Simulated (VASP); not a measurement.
**MgZr2O3: relaxation of cell and atoms with PBE**

MgZr2O3:

```
CELL_PARAMETERS angstrom
2.68201 -4.64200 0.00000
2.68201 4.64200 0.00000
-1.76876 0.00000 5.47497
ATOMIC_POSITIONS crystal
Mg 0.83305 0.16695 0.00000
Mg 0.16695 0.83305 0.00000
Zr 0.00000 0.00000 0.50000
Zr 0.33628 0.66372 0.50000
Zr 0.66372 0.33628 0.50000
Zr 0.50000 0.50000 0.00000
O 0.07943 0.43100 0.78942
O 0.56900 0.92057 0.21058
O 0.43100 0.07943 0.78942
O 0.92057 0.56900 0.21058
O 0.78299 0.78299 0.79448
O 0.21701 0.21701 0.20552
```

The cell was built by a generator and needn't be a form met in nature.

```json
{
 "Program": "VASP 6.6.1",
 "Task": "relaxation of cell and atoms",
 "Functional": "PBE",
 "Potentials or basis": "VASP PAW PBE potentials, release 64 (Mg, Zr_sv, O)",
 "Cutoff": "520 eV",
 "k mesh": "8 × 8 × 6",
 "Occupations": "gaussian, width 0.1 eV",
 "Spin": "no spin polarisation",
 "Further INCAR settings": "ALGO = Normal; EDIFF = 1e-06; IBRION = 2; EDIFFG = -0.01; NSW = 90; ISIF = 3"
}
```

```json
{"Relaxed volume": "11.39 Å³/atom", "Relaxed cell": "a = 5.366 Å, b = 5.366 Å, c = 5.758 Å, α = 98.83°, β = 98.83°, γ = 120.01°", "Space group after relaxing (to 0.05 Å)": "C2/m (No. 12)", "Energy gained by relaxing": "0.2 meV/atom", "Ionic steps": "5", "Pressure after relaxing": "0.0 GPa", "Largest force after relaxing": "0.006 eV/Å", "Band gap on the k mesh": "none (metal or under the smearing width)"}
```

Forces on the atoms (eV/Å):
```
Mg   0.000 -0.006  0.000
Mg   0.000  0.006  0.000
Zr   0.000  0.000  0.000
Zr   0.000  0.001  0.000
Zr   0.000 -0.001  0.000
Zr   0.000  0.000  0.000
O    0.003  0.001  0.005
O   -0.003  0.001 -0.005
O    0.003 -0.001  0.005
O   -0.003 -0.001 -0.005
O   -0.006  0.000 -0.002
O    0.006  0.000  0.002
```

The path:
| step | energy change (eV) | largest force (eV/Å) | pressure (GPa) | volume (Å³) |
| --- | --- | --- | --- | --- |
| 1 | 0.0000 | 0.0959 | 0.49 | 136.33 |
| 2 | -0.0011 | 0.0460 | -0.46 | 137.01 |
| 3 | -0.0013 | 0.0596 | -0.20 | 136.81 |
| 4 | -0.0018 | 0.0198 | -0.06 | 136.69 |
| 5 | -0.0019 | 0.0062 | 0.01 | 136.64 |

Final structure:
```
Mg Zr O
1.0
     2.68255   -4.64703    0.00042
     2.68255    4.64703    0.00042
    -1.76825    0.00000    5.48025
Mg Zr O
2 4 6
Direct
  0.83326 0.16674 0.00000
  0.16674 0.83326 0.00000
  0.00000 0.00000 0.50000
  0.33533 0.66467 0.50000
  0.66467 0.33533 0.50000
  0.50000 0.50000 0.00000
  0.07885 0.43114 0.78933
  0.56886 0.92115 0.21067
  0.43114 0.07885 0.78933
  0.92115 0.56886 0.21067
  0.78352 0.78352 0.79410
  0.21648 0.21648 0.20590
```

Levels at points of the mesh, in eV from the Fermi level:
```tsv
k point	band 40	band 41	band 42	band 43	band 44	band 45	band 46	band 47	band 48	band 49
(0.00, 0.00, 0.00)	-5.06	-1.82	-1.02	-0.06	-0.03	0.15	0.38	0.53	0.56	1.30
(0.50, 0.00, 0.00)	-5.68	-2.15	-1.01	-0.72	-0.71	-0.43	0.30	0.97	1.18	2.19
(0.50, 0.50, 0.00)	-5.58	-3.11	-0.69	-0.61	-0.43	-0.39	0.57	0.74	1.31	2.09
(0.00, 0.00, 0.50)	-5.64	-1.41	-0.89	0.11	0.24	0.39	0.72	0.76	0.84	1.04
(0.50, 0.00, 0.50)	-5.52	-3.10	-1.42	-1.12	-0.76	-0.50	1.14	1.46	1.85	2.31
(0.50, 0.50, 0.50)	-5.64	-2.15	-1.62	-1.30	-0.67	-0.65	0.35	1.69	1.89	2.12
```

Run time: 4.1 min on 8 MPI ranks on Intel(R) Xeon(R) 6975P-C (Granite Rapids) (shared host), peak memory 0.77 GiB a rank.
